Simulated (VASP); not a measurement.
Given:

```
CELL_PARAMETERS angstrom
      1.84069    -3.18818     0.00000
      1.84069     3.18818     0.00000
      0.00000     0.00000     7.24381
ATOMIC_POSITIONS crystal
  Hf 0.00000 0.00000 0.00000
  S  0.33333 0.66667 0.19928
  S  0.66667 0.33333 0.80072
```

Level of theory: RPBE GGA, VASP's PBE PAW potentials (set 64) (plane waves; VASP). Run with 520 eV cut-off, 8×8×4 Γ-centred mesh, tetrahedra with Blöchl corrections, potentials Hf_pv S.

Without a dispersion term in the relaxation, distances and binding between the weakly bound layers, chains or molecules are unreliable, and so is what depends on them.

Predict the energy per atom (σ→0).

```json
{
  "energy per atom (σ→0)": "-7.333 eV/atom"
}
```

Total energies compare only between runs with the same potentials, cut-off and functional.

The compound is HfS2 in the 1T layered structure. It was relaxed first, which changed the volume by +27 %.
